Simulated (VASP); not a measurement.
A VASP calculation is set up with these files.

### POSCAR
```
DyAs
1.0
  2.0531920000   1.1854110000   3.5140280000
 -2.0531920000   1.1854110000   3.5140280000
  0.0000000000  -2.3708220000   3.5140280000
Dy As
1 1
Cart
  0.0000000000  -0.0000000000   8.0372848416
 -0.0000000000  -0.0000000000   2.5047991584
```

INCAR:
```
! general
SYSTEM  = DyAs
PREC    = Accurate
ENCUT   = 300
LREAL   = F   ! projection in real space or not
LASPH   = T

! electronic loop
EDIFF   = 1E-6   ! SCF stop (eV)
NELM    = 100   ! most electronic steps
ALGO    = Normal   ! blocked Davidson
LMAXMIX = 6

! smearing
ISMEAR  = 0   ! Gaussian
SIGMA   = 0.1

! functional
GGA     = PE   ! PBE

! spin
ISPIN   = 2   ! spin-polarised
MAGMOM  = 5.0 0.0

! ions
ISIF    = 2   ! forces and stress, cell fixed

! output
LWAVE   = F
LCHARG  = F
LORBIT  = 11
```

**KPOINTS**
```
Automatic
0
Gamma
2 2 2
0 0 0
```

POTCAR, in this order: Dy As (PBE.64 set). Program: vasp_std.

### Question
Translate this PBE calculation to Ansatz.

### Answer
One equivalent input (not run):
Ansatz 0.2 input:
```yaml
crystal:
  lattice:
    - [2.0531920, 1.1854110, 3.5140280]
    - [-2.0531920, 1.1854110, 3.5140280]
    - [0.0000000, -2.3708220, 3.5140280]
  atoms:
    - { symbol: Dy, position: [0.7624000, 0.7624000, 0.7624000], spin: 5 }
    - { symbol: As, position: [0.2376000, 0.2376000, 0.2376000] }
kpoints:
  mp_grid: { grid: [2, 2, 2] }
hamiltonian:
  xc: pbe
  pseudopotentials: { kind: paw }
magnetization: { spin_polarized: true }
scf:
  occupations: { method: gaussian, width: 0.1 }
  max_iter: 100
output: { forces: true, stress: true, eigenvalues: true }
```
The two are equivalent in intent, not identical: each code has its own PAW files, so the cut-off isn't converted (ENCUT is set for VASP's; basis.ecutwfc is left out, and Ansatz then takes the one that its files recommend); Ansatz stops its SCF on the density residual and VASP on the energy change (EDIFF).

The structure was generated: DyAs was put into an ordered model structure, which need not be its known phase. The cell was not relaxed at this level. The k-mesh is coarse (spacing up to 0.93 per Å, 2π included), so the numbers may not be converged in it. The run is one of a series of settings (KPOINTS 2×2×2 Γ-centred mesh against the base run), some of them coarse on purpose.
